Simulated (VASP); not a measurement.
Ti2SnTe2:

```
Ti Sn Te
1.0
    -2.05000    2.05000    7.10000
     2.05000   -2.05000    7.10000
     2.05000    2.05000   -7.10000
Ti Sn Te
2 1 2
Direct
  0.25000 0.75000 0.50000
  0.75000 0.25000 0.50000
  0.00000 0.00000 0.00000
  0.63000 0.63000 0.00000
  0.37000 0.37000 0.00000
```

The cell was built by a generator and needn't be a form met in nature.

- Program: VASP 6.6.1
- Task: relaxation of cell and atoms
- Functional: PBE
- Potentials or basis: VASP PAW PBE potentials, release 64 (Ti_sv, Sn_d, Te)
- Cutoff: 520 eV
- k mesh: 5 × 5 × 5
- Occupations: gaussian, width 0.15 eV
- Spin: no spin polarisation

At the start: pressure 6.9 GPa; volume 23.87 Å³/atom.

Where does the relaxation end?

Over 7 steps the energy falls by 58.1 meV/atom and the volume is 25.39 Å³/atom (+6.4 %); space group I4/mmm (No. 139, to 0.05 Å).

The path:
```
step  energy change (eV)  largest force (eV/Å)  pressure (GPa)  volume (Å³)
   1              0.0000                1.4361            6.93       119.35
   2             -0.1148                0.4688           -4.45       138.09
   3             -0.2576                0.2095           -0.03       129.48
   4             -0.2571                0.1699           -0.65       129.92
   5             -0.2575                0.1878           -0.56       129.69
   6             -0.2695                0.1451           -0.57       129.01
   7             -0.2903                0.0003           -0.20       126.93
```

Final structure:
```yaml
crystal:
  lattice:
    - [-2.06058, 2.06058, 7.47380]
    - [2.06058, -2.06058, 7.47380]
    - [2.06058, 2.06058, -7.47380]
  atoms:
    - { symbol: Ti, position: [0.25000, 0.75000, 0.50000] }
    - { symbol: Ti, position: [0.75000, 0.25000, 0.50000] }
    - { symbol: Sn, position: [0.00000, 0.00000, 0.00000] }
    - { symbol: Te, position: [0.62403, 0.62403, 0.00000] }
    - { symbol: Te, position: [0.37597, 0.37597, 0.00000] }
```

Caveat: the k mesh is coarse (spacing up to 0.43 Å⁻¹), so the values aren't converged.
